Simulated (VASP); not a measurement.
**MnV: magnetic orders**

Is MnV a ferromagnet or an antiferromagnet at this level? The start is a cell from a database of measured crystal structures.

Method: r2SCAN, DFT+U (Mn d 5 eV, V d 5 eV), spin-polarised, from parallel moments; plane waves and PAW (Mn, V), in the first sound run; inputs show where later runs differ, in VASP 6.6.1.

## Step 1: The starting structure

Symmetry: Pm-3m, No. 221, cubic system. Conventional cell: a = 2.900 Å, b = 2.900 Å, c = 2.900 Å, α = 90.00°, β = 90.00°, γ = 90.00°. Mn has 8 V at 2.51 Å nearest. V has 8 Mn at 2.51 Å nearest. Farther neighbours are not listed.

Coordinates:

```xyz
2
Lattice="2.9000 0.0000 0.0000 0.0000 2.9000 0.0000 0.0000 0.0000 2.9000" Properties=species:S:1:pos:R:3 pbc="T T T"
Mn    0.0000    0.0000    0.0000
V     1.4500    1.4500    1.4500
```

## Step 2: Magnetic order, start order fm, signs ++

Each run starts from other signs of the moments at the same geometry and cutoff; gentle mixing helps it keep them. Any wave vector in a name is a fraction of the reciprocal vectors of the first cell as typed.

INCAR reads:

```
SYSTEM = MnV
PREC = Accurate
ENCUT = 350
EDIFF = 1E-06
NELM = 150
ISMEAR = 1
SIGMA = 0.1
LREAL = .FALSE.
ALGO = Normal
METAGGA = R2SCAN
LASPH = .TRUE.
NBANDS = 13
ISPIN = 2
MAGMOM = 4 2
LDAU = .TRUE.
LDAUTYPE = 2
LDAUL = 2 2
LDAUU = 5 5
LDAUJ = 0 0
LDAUPRINT = 1
LMAXMIX = 4
LORBIT = 11
LWAVE = .FALSE.
LCHARG = .TRUE.
KPAR = 2
AMIX = 0.2
BMIX = 1E-04
AMIX_MAG = 0.8
BMIX_MAG = 1E-04
```

POSCAR reads:

```
MnV
1.0
    2.9000000000      0.0000000000      0.0000000000
    0.0000000000      2.9000000000      0.0000000000
    0.0000000000      0.0000000000      2.9000000000
Mn V
1 1
Direct
    0.0000000000      0.0000000000      0.0000000000
    0.5000000000      0.5000000000      0.5000000000
```

KPOINTS reads:

```
Automatic mesh
0
Gamma
6 6 6
0 0 0
```

PAW data sets: Mn and V (PBE family, release 64).

The run is started by

```bash
> mpirun -np 2 vasp_std
```

The program printed:

```text
[banner, memory and clock lines left out]
running    2 mpi-ranks, on    1 nodes
 distrk:  each k-point on    1 cores,    2 groups
 distr:  one band on    1 cores,    1 groups

 POSCAR found type information on POSCAR MnV
 POSCAR found :  2 types and       2 ions
|                                                                             |
|               ----> ADVICE to this user running VASP <----                  |
|                                                                             |
|     You enforced a specific xc type in the INCAR file but a different       |
|     [... a line on the potential file left out ...]
|     I HOPE YOU KNOW WHAT YOU ARE DOING!                                     |
|                                                                             |

 LDA part: xc-table for (None), standard interpolation
 POSCAR, INCAR and KPOINTS ok, starting setup
 FFT: planning ... GRIDC
 FFT: planning ... GRID_SOFT
 FFT: planning ... GRID
 WAVECAR not read
 entering main loop
       N       E                     dE             d eps       ncg     rms          rms(c)
DAV:   1     0.448053002341E+02    0.44805E+02   -0.41661E+03  1104   0.875E+02
DAV:   2    -0.181358366898E+02   -0.62941E+02   -0.56986E+02  1040   0.189E+02
DAV:   3    -0.203221050151E+02   -0.21863E+01   -0.20635E+01  1143   0.505E+01
DAV:   4    -0.203592662228E+02   -0.37161E-01   -0.37103E-01  1373   0.567E+00
DAV:   5    -0.203607916813E+02   -0.15255E-02   -0.15254E-02  1430   0.106E+00    0.186E+01
DAV:   6    -0.189165369408E+02    0.14443E+01   -0.52937E+00  1374   0.375E+01    0.110E+01
DAV:   7    -0.190938839028E+02   -0.17735E+00   -0.14100E+00  1324   0.227E+01    0.773E+00
DAV:   8    -0.192312146932E+02   -0.13733E+00   -0.76567E-01  1476   0.132E+01    0.534E+00
DAV:   9    -0.192665908975E+02   -0.35376E-01   -0.12763E-01  1396   0.486E+00    0.404E+00
DAV:  10    -0.193181243283E+02   -0.51533E-01   -0.48837E-01  1362   0.758E+00    0.175E+00
DAV:  11    -0.193233190554E+02   -0.51947E-02   -0.80075E-02  1375   0.311E+00    0.106E+00
DAV:  12    -0.193267126839E+02   -0.33936E-02   -0.14915E-02  1359   0.157E+00    0.545E-01
DAV:  13    -0.193300542135E+02   -0.33415E-02   -0.11504E-02  1405   0.105E+00    0.255E-01
DAV:  14    -0.193308769535E+02   -0.82274E-03   -0.43976E-03  1371   0.805E-01    0.140E-01
DAV:  15    -0.193318896801E+02   -0.10127E-02   -0.70564E-04  1553   0.286E-01    0.141E-01
DAV:  16    -0.193311654693E+02    0.72421E-03   -0.36011E-04  1561   0.258E-01    0.136E-01
DAV:  17    -0.193283802567E+02    0.27852E-02   -0.94386E-03  1493   0.118E+00    0.178E-01
DAV:  18    -0.193243848244E+02    0.39954E-02   -0.11426E-02  1592   0.125E+00    0.191E-01
DAV:  19    -0.193235946369E+02    0.79019E-03   -0.89025E-04  1646   0.300E-01    0.194E-01
DAV:  20    -0.193271801352E+02   -0.35855E-02   -0.97230E-03  1472   0.119E+00    0.123E-01
DAV:  21    -0.193309676309E+02   -0.37875E-02   -0.17864E-02  1529   0.159E+00    0.131E-01
DAV:  22    -0.193341029060E+02   -0.31353E-02   -0.60019E-03  1646   0.934E-01    0.102E-01
DAV:  23    -0.193363443161E+02   -0.22414E-02   -0.62936E-03  1519   0.996E-01    0.110E-01
DAV:  24    -0.193361934232E+02    0.15089E-03   -0.31358E-04  1536   0.226E-01    0.998E-02
DAV:  25    -0.193361341843E+02    0.59239E-04   -0.16080E-05  1504   0.403E-02    0.102E-01
DAV:  26    -0.193361646885E+02   -0.30504E-04   -0.20850E-06   736   0.223E-02    0.103E-01
DAV:  27    -0.193361518485E+02    0.12840E-04   -0.41934E-07   560   0.114E-02    0.104E-01
DAV:  28    -0.193364675208E+02   -0.31567E-03   -0.22254E-04  1556   0.175E-01    0.915E-02
DAV:  29    -0.193366522421E+02   -0.18472E-03   -0.12793E-04  1614   0.126E-01    0.726E-02
DAV:  30    -0.193369484910E+02   -0.29625E-03   -0.11243E-03  1569   0.393E-01    0.849E-02
[...]
DAV:  36    -0.193370703299E+02   -0.36330E-04   -0.51634E-05  1437   0.997E-02    0.783E-02
DAV:  37    -0.193371069786E+02   -0.36649E-04   -0.52652E-05  1637   0.947E-02    0.832E-02
DAV:  38    -0.193370641384E+02    0.42840E-04   -0.52187E-05  1511   0.103E-01    0.722E-02
DAV:  39    -0.193370572691E+02    0.68693E-05   -0.64645E-05  1474   0.957E-02    0.544E-02
DAV:  40    -0.193370294955E+02    0.27774E-04   -0.90645E-05  1515   0.124E-01    0.305E-02
DAV:  41    -0.193370260760E+02    0.34195E-05   -0.21335E-05  1401   0.567E-02    0.203E-02
DAV:  42    -0.193370182104E+02    0.78656E-05   -0.95625E-06  1343   0.412E-02    0.155E-02
DAV:  43    -0.193370123944E+02    0.58160E-05   -0.15146E-06   655   0.183E-02    0.142E-02
DAV:  44    -0.193370029757E+02    0.94187E-05   -0.53621E-06   967   0.278E-02    0.138E-02
DAV:  45    -0.193369714360E+02    0.31540E-04   -0.30651E-05  1526   0.734E-02    0.185E-02
DAV:  46    -0.193369653588E+02    0.60772E-05   -0.38496E-06   897   0.221E-02    0.193E-02
DAV:  47    -0.193369650864E+02    0.27235E-06   -0.48130E-07   533   0.102E-02
   1 F= -.19336965E+02 E0= -.19337441E+02  d E =0.142825E-02  mag=     6.6754
```

It took 84 s on 2 MPI ranks of Intel Xeon Platinum 8259CL at 2.50GHz (Skylake/Cascade Lake), shared host; peak memory 0.24 GiB.

Lines that name or quote the potential files are left out of all logs, and their timing lines are given in words.

From OUTCAR (step 2):

```text
ion  position               nearest neighbor table
   1  0.000  0.000  0.000-   2 2.51   2 2.51   2 2.51   2 2.51   2 2.51   2 2.51   2 2.51   2 2.51

  LATTYP: Found a simple cubic cell.
 ALAT       =     2.9000000000

 Subroutine GETGRP returns: Found 48 space group operations
 (whereof 48 operations were pure point group operations)

The static configuration has the point symmetry O_h .

 Found     20 irreducible k-points:

   k-points           NKPTS =     20   k-points in BZ     NKDIM =     20   number of bands    NBANDS=     13

   dimension x,y,z NGX =    18 NGY =   18 NGZ =   18
   dimension x,y,z NGXF=    36 NGYF=   36 NGZF=   36

   ENCUT  =  350.0 eV  25.72 Ry    5.07 a.u.   4.42  4.42  4.42*2*pi/ulx,y,z

   NELECT =      12.0000    total number of electrons

 k-points in reciprocal lattice and weights: Automatic mesh
   0.00000000  0.00000000  0.00000000       0.005
   0.16666667  0.00000000  0.00000000       0.028
   0.33333333  0.00000000  0.00000000       0.028
   0.50000000  0.00000000  0.00000000       0.014
   0.16666667  0.16666667  0.00000000       0.056
   0.33333333  0.16666667  0.00000000       0.111
   0.50000000  0.16666667  0.00000000       0.056
   0.33333333  0.33333333  0.00000000       0.056
   0.50000000  0.33333333  0.00000000       0.056
[...]
0.50000000  0.50000000  0.33333333       0.028
   0.50000000  0.50000000  0.50000000       0.005

atom =   1  type =  1  l = 2

 onsite density matrix

spin component  1

  0.8845  0.0000 -0.0000 -0.0000 -0.0000
  0.0000  0.8845 -0.0000 -0.0000 -0.0000
 -0.0000 -0.0000  0.9536 -0.0000 -0.0000
 -0.0000 -0.0000 -0.0000  0.8845  0.0000
 -0.0000 -0.0000 -0.0000  0.0000  0.9536

spin component  2

  0.0330  0.0000 -0.0000  0.0000  0.0000
  0.0000  0.0330 -0.0000  0.0000 -0.0000
 -0.0000 -0.0000  0.1854  0.0000  0.0000
  0.0000  0.0000  0.0000  0.0330  0.0000
  0.0000 -0.0000  0.0000  0.0000  0.1854

 occupancies and eigenvectors

  o =  0.0330  v =  0.0000  0.0000  0.0000  0.0000  0.0000  1.0000 -0.0018  0.0000 -0.0015 -0.0000      0.0000  0.0000  0.0000  0.0000  0.0000  0.0000  0.0000  0.0000  0.0000  0.0000
  o =  0.0330  v =  0.0000  0.0000  0.0000  0.0000  0.0000  0.0018  0.9997  0.0000 -0.0239  0.0000      0.0000  0.0000  0.0000  0.0000  0.0000  0.0000  0.0000  0.0000  0.0000  0.0000
  o =  0.0330  v =  0.0000  0.0000  0.0000  0.0000  0.0000  0.0015  0.0239 -0.0000  0.9997 -0.0000      0.0000  0.0000  0.0000  0.0000  0.0000  0.0000  0.0000  0.0000  0.0000  0.0000
  o =  0.1854  v =  0.0000  0.0000  0.0000  0.0000  0.0000 -0.0000 -0.0000  1.0000  0.0000 -0.0028      0.0000  0.0000  0.0000  0.0000  0.0000  0.0000  0.0000  0.0000  0.0000  0.0000
  o =  0.1854  v =  0.0000  0.0000  0.0000  0.0000  0.0000  0.0000  0.0000  0.0028  0.0000  1.0000      0.0000  0.0000  0.0000  0.0000  0.0000  0.0000  0.0000  0.0000  0.0000  0.0000
  o =  0.8845  v =  1.0000 -0.0003  0.0000  0.0009  0.0000  0.0000  0.0000  0.0000  0.0000  0.0000      0.0000  0.0000  0.0000  0.0000  0.0000  0.0000  0.0000  0.0000  0.0000  0.0000
  o =  0.8845  v = -0.0009 -0.0045  0.0000  1.0000 -0.0000  0.0000  0.0000  0.0000  0.0000  0.0000      0.0000  0.0000  0.0000  0.0000  0.0000  0.0000  0.0000  0.0000  0.0000  0.0000
  o =  0.8845  v = -0.0003 -1.0000  0.0000 -0.0045  0.0000  0.0000  0.0000  0.0000  0.0000  0.0000      0.0000  0.0000  0.0000  0.0000  0.0000  0.0000  0.0000  0.0000  0.0000  0.0000
  o =  0.9536  v =  0.0000 -0.0000 -1.0000  0.0000 -0.0014  0.0000  0.0000  0.0000  0.0000  0.0000      0.0000  0.0000  0.0000  0.0000  0.0000  0.0000  0.0000  0.0000  0.0000  0.0000
  o =  0.9536  v = -0.0000  0.0000 -0.0014  0.0000  1.0000  0.0000  0.0000  0.0000  0.0000  0.0000      0.0000  0.0000  0.0000  0.0000  0.0000  0.0000  0.0000  0.0000  0.0000  0.0000

atom =   2  type =  2  l = 2

 onsite density matrix

spin component  1

  0.5282  0.0000  0.0000 -0.0000  0.0000
  0.0000  0.5282  0.0000 -0.0000 -0.0000
  0.0000  0.0000  0.7230  0.0000  0.0000
 -0.0000 -0.0000  0.0000  0.5282 -0.0000
  0.0000 -0.0000  0.0000 -0.0000  0.7230

spin component  2

  0.0863  0.0000  0.0000 -0.0000 -0.0000
  0.0000  0.0863  0.0000 -0.0000  0.0000
  0.0000  0.0000  0.1757  0.0000 -0.0000
 -0.0000 -0.0000  0.0000  0.0863 -0.0000
 -0.0000  0.0000 -0.0000 -0.0000  0.1757

 occupancies and eigenvectors

  o =  0.0863  v =  0.0000  0.0000  0.0000  0.0000  0.0000  0.0002  0.0016 -0.0000  1.0000  0.0000      0.0000  0.0000  0.0000  0.0000  0.0000  0.0000  0.0000  0.0000  0.0000  0.0000
  o =  0.0863  v =  0.0000  0.0000  0.0000  0.0000  0.0000 -0.0003  1.0000 -0.0000 -0.0016 -0.0000      0.0000  0.0000  0.0000  0.0000  0.0000  0.0000  0.0000  0.0000  0.0000  0.0000
  o =  0.0863  v =  0.0000  0.0000  0.0000  0.0000  0.0000  1.0000  0.0003 -0.0000 -0.0002  0.0000      0.0000  0.0000  0.0000  0.0000  0.0000  0.0000  0.0000  0.0000  0.0000  0.0000
  o =  0.1757  v =  0.0000  0.0000  0.0000  0.0000  0.0000  0.0000 -0.0000 -0.0003  0.0000 -1.0000      0.0000  0.0000  0.0000  0.0000  0.0000  0.0000  0.0000  0.0000  0.0000  0.0000
  o =  0.1757  v =  0.0000  0.0000  0.0000  0.0000  0.0000 -0.0000 -0.0000 -1.0000 -0.0000  0.0003      0.0000  0.0000  0.0000  0.0000  0.0000  0.0000  0.0000  0.0000  0.0000  0.0000
  o =  0.5282  v =  0.0001 -0.9940 -0.0000  0.1094  0.0000  0.0000  0.0000  0.0000  0.0000  0.0000      0.0000  0.0000  0.0000  0.0000  0.0000  0.0000  0.0000  0.0000  0.0000  0.0000
  o =  0.5282  v =  0.0001  0.1094  0.0000  0.9940 -0.0000  0.0000  0.0000  0.0000  0.0000  0.0000      0.0000  0.0000  0.0000  0.0000  0.0000  0.0000  0.0000  0.0000  0.0000  0.0000
  o =  0.5282  v =  1.0000  0.0001 -0.0000 -0.0001 -0.0000  0.0000  0.0000  0.0000  0.0000  0.0000      0.0000  0.0000  0.0000  0.0000  0.0000  0.0000  0.0000  0.0000  0.0000  0.0000
  o =  0.7230  v =  0.0000  0.0000 -0.0018  0.0000  1.0000  0.0000  0.0000  0.0000  0.0000  0.0000      0.0000  0.0000  0.0000  0.0000  0.0000  0.0000  0.0000  0.0000  0.0000  0.0000
  o =  0.7230  v = -0.0000 -0.0000 -1.0000  0.0000 -0.0018  0.0000  0.0000  0.0000  0.0000  0.0000      0.0000  0.0000  0.0000  0.0000  0.0000  0.0000  0.0000  0.0000  0.0000  0.0000

 average (electrostatic) potential at core
       1 -46.9657       2 -41.4611

 E-fermi :   7.7789

 spin component 1
 k-point     1 :       0.0000    0.0000    0.0000
  band No.  band energies     occupation
    ...
      4       2.7163      1.00000
      5       2.7163      1.00000
      6       2.7163      1.00000
      7       5.6321      1.00000
      8       5.6321      1.00000
      9       8.8983     -0.00000
     10       8.8983     -0.00000
     11       8.8984     -0.00000
     12      16.7695      0.00000
     13      16.7695      0.00000

 k-point     2 :       0.1667    0.0000    0.0000
  band No.  band energies     occupation
    ...
      4       2.6468      1.00000
      5       2.6468      1.00000
      6       2.8072      1.00000
      7       5.3387      1.00000
      8       5.7690      1.00000
      9       8.2957     -0.00000
     10       8.2958     -0.00000
     11       8.7832     -0.00000
     12      14.1601      0.00000
     13      17.9690      0.00000

 k-point     3 :       0.3333    0.0000    0.0000
  band No.  band energies     occupation
    ...
      6       3.0007      1.00000
      7       4.6246      1.00000
      8       5.9115      1.00000
      9       7.3358      1.00000
     10       7.3358      1.00000
     11       8.5413     -0.00000
     12      10.6856      0.00000
     13      20.7149      0.00000

 k-point     4 :       0.5000    0.0000    0.0000
  band No.  band energies     occupation
    ...
      6       3.1032      1.00000
      7       4.1488      1.00000
      8       5.5996      1.00000
      9       6.9287      1.00000
     10       6.9287      1.00000
     11       8.4134     -0.00000
     12       9.2220     -0.00000
     13      21.8850      0.00000

 k-point     5 :       0.1667    0.1667    0.0000
  band No.  band energies     occupation
    ...
      5       2.5534      1.00000
      6       2.8695      1.00000
      7       5.4191      1.00000
      8       5.7271      1.00000
      9       7.6977      0.99293
     10       7.9222     -0.03049
     11       8.8124     -0.00000
     12      14.3525      0.00000
     13      15.9599      0.00000

 k-point     6 :       0.3333    0.1667    0.0000
  band No.  band energies     occupation
    ...
      6       2.7814      1.00000
      7       5.0838      1.00000
      8       5.8390      1.00000
      9       7.0224      1.00000
     10       7.5369      1.00164
     11       8.6379     -0.00000
     12      11.1573      0.00000
     13      17.5465      0.00000

  Total       11.1922254     11.1922254     11.1922254      0.0000000     -0.0000000      0.0000000
  in kB      735.2466180    735.2466180    735.2466180      0.0000000     -0.0000000      0.0000000
  external PRESSURE =     735.2466180 kB  Pullay stress =       0.0000000 kB

  energy-cutoff  :      350.00
  volume of cell :       24.39
      direct lattice vectors                 reciprocal lattice vectors
     2.900000000  0.000000000  0.000000000     0.344827586  0.000000000  0.000000000
     0.000000000  2.900000000  0.000000000     0.000000000  0.344827586  0.000000000
     0.000000000  0.000000000  2.900000000     0.000000000  0.000000000  0.344827586

 POSITION                                       TOTAL-FORCE (eV/Angst)
 -----------------------------------------------------------------------------------
      0.00000      0.00000      0.00000         0.000000      0.000000      0.000000
      1.45000      1.45000      1.45000         0.000000      0.000000      0.000000
 -----------------------------------------------------------------------------------
    total drift:                               -0.000000     -0.000000     -0.000000

  FREE ENERGIE OF THE ION-ELECTRON SYSTEM (eV)
  ---------------------------------------------------
  free  energy   TOTEN  =       -19.3369650864 eV

  energy  without entropy=      -19.3383933319  energy(sigma->0) =      -19.33744117

 total charge
# of ion       s       p       d       tot
------------------------------------------
    1        0.469   0.497   5.006   5.971
    2        0.608   0.750   3.602   4.960
--------------------------------------------------
tot          1.077   1.247   8.608  10.932

 magnetization (x)
# of ion       s       p       d       tot
------------------------------------------
    1        0.033   0.062   4.078   4.173
    2       -0.031   0.078   2.404   2.451
--------------------------------------------------
tot          0.001   0.140   6.482   6.624

[... 6 further parts left out ...]
```

The magnetic state follows from one typed start and may not be the lowest. The k-mesh is coarse for a metal. A U on the itinerant d states of such a compound is hard to justify; it moves the bands at the Fermi level and favours large moments. The PAW data sets were made with PBE, which is usual practice but a small mismatch for other functionals. The data sets Mn and V keep the semicore shell frozen, which is cheaper and a little less accurate.

Numbers from this step:

```
electronic cycles                                 : 47
electrons                                         : 12
free energy (TOTEN)                               : -19.34 eV
energy at zero smearing                           : -19.34 eV
Fermi energy                                      : 7.779 eV
moment of the cell, from the last line of the log : 6.675 μB
labelled metallic, from the levels on this mesh   : yes
```

Spin moment in the PAW sphere by atom:

```
atom  spin moment in the PAW sphere (μB)
 Mn1                                4.17
  V2                                2.45
```

Spin density in the ac plane at fractional y = 0.000, with atoms of Mn within 0.2 Å of it.

Values in e/Å³, 15 rows by 15 columns:
```
4.8 4.1 2.7 1.3 0.4 0.1 0.0 0.0 0.0 0.0 0.1 0.4 1.3 2.7 4.1
3.1 2.7 1.7 0.8 0.3 0.1 0.0 0.0 0.0 0.0 0.1 0.3 0.8 1.7 2.7
1.4 1.3 0.8 0.4 0.2 0.1 0.0 0.0 0.0 0.0 0.1 0.2 0.4 0.8 1.3
0.5 0.4 0.3 0.2 0.1 0.1 0.0 0.0 0.0 0.0 0.1 0.1 0.2 0.3 0.4
0.1 0.1 0.1 0.1 0.1 0.0 0.0 0.0 0.0 0.0 0.0 0.1 0.1 0.1 0.1
0.0 0.0 0.0 0.0 0.0 0.0 0.0 0.0 0.0 0.0 0.0 0.0 0.0 0.0 0.0
0.0 0.0 0.0 0.0 0.0 0.0 0.0 0.0 0.0 0.0 0.0 0.0 0.0 0.0 0.0
0.0 0.0 0.0 0.0 0.0 0.0 0.0 0.0 0.0 0.0 0.0 0.0 0.0 0.0 0.0
0.0 0.0 0.0 0.0 0.0 0.0 0.0 0.0 0.0 0.0 0.0 0.0 0.0 0.0 0.0
0.1 0.1 0.1 0.1 0.1 0.0 0.0 0.0 0.0 0.0 0.0 0.1 0.1 0.1 0.1
0.5 0.4 0.3 0.2 0.1 0.1 0.0 0.0 0.0 0.0 0.1 0.1 0.2 0.3 0.4
1.4 1.3 0.8 0.4 0.2 0.1 0.0 0.0 0.0 0.0 0.1 0.2 0.4 0.8 1.3
3.1 2.7 1.7 0.8 0.3 0.1 0.0 0.0 0.0 0.0 0.1 0.3 0.8 1.7 2.7
4.8 4.1 2.7 1.3 0.4 0.1 0.0 0.0 0.0 0.0 0.1 0.4 1.3 2.7 4.1
5.5 4.8 3.1 1.4 0.5 0.1 0.0 0.0 0.0 0.0 0.1 0.5 1.4 3.1 4.8
```
Columns run along a (2.9 Å), rows up along c (2.9 Å). Atoms in or near the plane, at fractional coordinates: Mn at (0.00, 0.00).

Valence density in the ac plane at fractional y = 0.000, with atoms of Mn within 0.2 Å of it. It is the smooth field of the valence electrons, not physical close to the nuclei.

Ten even steps from '0' (0.3 e/Å³) to '9' (6.4 e/Å³):
```
874200000000247
542100000000124
221000000000012
000000000000000
000000000000000
000000000000000
000000000000000
000000000000000
000000000000000
000000000000000
000000000000000
221000000000012
542100000000124
874200000000247
985200000000258
```
Columns run along a (2.9 Å), rows up along c (2.9 Å). Atoms in or near the plane, at fractional coordinates: Mn at (0.00, 0.00).

The largest moment at the end is 4.17 μB, and the moments of the cell sum to 6.68 μB.

[end of part 1 of 4]

[Lines on the potential files, build, host, timing and source positions are cut from VASP's logs without a mark.]

[Logs are printed without paths, hosts, clocks, repeated set-up lines and the standing remarks that a program may print on its own settings, such as how far it seeks lower states.]

[Hosts, paths, dates, database ids (printed as entryN), source tags and the programs' standing remarks are cut or masked in the printed files.]

[In band tables of VASP the shares of atoms and orbitals are scaled to a sum of 1 inside the atoms' spheres.]

[Runs that stopped without an error message from VASP are left out.]
